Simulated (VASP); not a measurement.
Shape and ions are relaxed at each volume.

Energy against volume of SnO₂ (rutile). The numbers are results of revTPSS meta-GGA, VASP's PBE PAW potentials (set 64) (plane waves; VASP), not measurements.

| V (Å³/atom) | E (eV/atom) |
|---|---|
| 11.726 | -1.23784 |
| 12.100 | -1.26268 |
| 12.474 | -1.27168 |
| 12.849 | -1.26744 |
| 13.223 | -1.25240 |

Task: Fit a third-order Birch-Murnaghan equation of state.

Result: 
volume per atom: 12.53 Å³/atom
bulk modulus: 183 GPa
pressure derivative of the bulk modulus: 5.36

The compound is SnO2 in the rutile structure. It was relaxed first.
